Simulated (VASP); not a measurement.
VASP runs on Zr3Sn (space group Pm-3n) share one base input (LDA (Ceperley-Alder, Perdew-Zunger), plane waves, VASP's LDA PAW potentials (set 64)) and change the settings named in each case.

POSCAR:
```
Zr3Sn
5.630
  1.0000000000   0.0000000000   0.0000000000
  0.0000000000   1.0000000000   0.0000000000
  0.0000000000   0.0000000000   1.0000000000
Sn Zr
2 6
Cartesian
  0.0000000000   0.0000000000   0.0000000000
  0.5000000000   0.5000000000   0.5000000000
  0.2500000000   0.0000000000   0.5000000000
  0.5000000000   0.7500000000   0.0000000000
  0.7500000000   0.0000000000   0.5000000000
  0.5000000000   0.2500000000   0.0000000000
  0.0000000000   0.5000000000   0.7500000000
  0.0000000000   0.5000000000   0.2500000000
```

**KPOINTS**
```
Automatic mesh
0
Gamma
5 5 5
0 0 0
```

**INCAR**
```
# general
SYSTEM   =  Zr3Sn
PREC     =  Accurate
ENCUT    =  300
LREAL    =  .False.
LASPH    =  .True.

# electronic loop
EDIFF    =  1E-6
NELM     =  100
ALGO     =  Normal
LMAXMIX  =  4

# smearing
ISMEAR   =  -1
SIGMA    =  0.1

# ions
ISIF     =  2

# output
LWAVE    =  .False.
LCHARG   =  .False.
```

POTCAR, in this order: Sn_d Zr_sv (LDA.64 set). Program: vasp_std.

```csv
change,E(σ→0) (eV/atom),pressure (GPa),−TS (eV)
base run,-8.5019,-6.62,-0.3465
"GGA = PS, POTCAR Sn_d Zr_sv (PBE.64 set)",-8.2849,-3.88,-0.3423
"GGA_COMPAT = .FALSE., LNONCOLLINEAR = .TRUE., LSORBIT = .TRUE., MAGMOM = 0.0 0.0 0.0 0.0 0.0 0.0 0.0 0.0 0.0 0.0 0.0 0.0 0.0 0.0 0.0 0.0 0.0 0.0 0.0 0.0 0.0 0.0 0.0 0.0, program vasp_ncl",-8.5718,-6.66,-0.3468
KPOINTS 4×4×4 Γ-centred mesh,-8.4995,-6.72,-0.3802
```
 Energies of different potentials or functionals have different zeros.  Unless said otherwise, spin-orbit coupling is left out, though it shifts the bands of the heavy elements here. At 300 eV the pressure can carry a Pulay error.

Left out are runs that ran out of time, are held back, or changed the cell or the kind of run, fixed moments of cells without a moment, rows past the twelfth, gaps on odd meshes, pressures of charged cells and columns that move by less than the noise.

The structure comes from a measured Zr3Sn entry of the Crystallography Open Database, whose conditions weren't checked. The cell was not relaxed at this level.
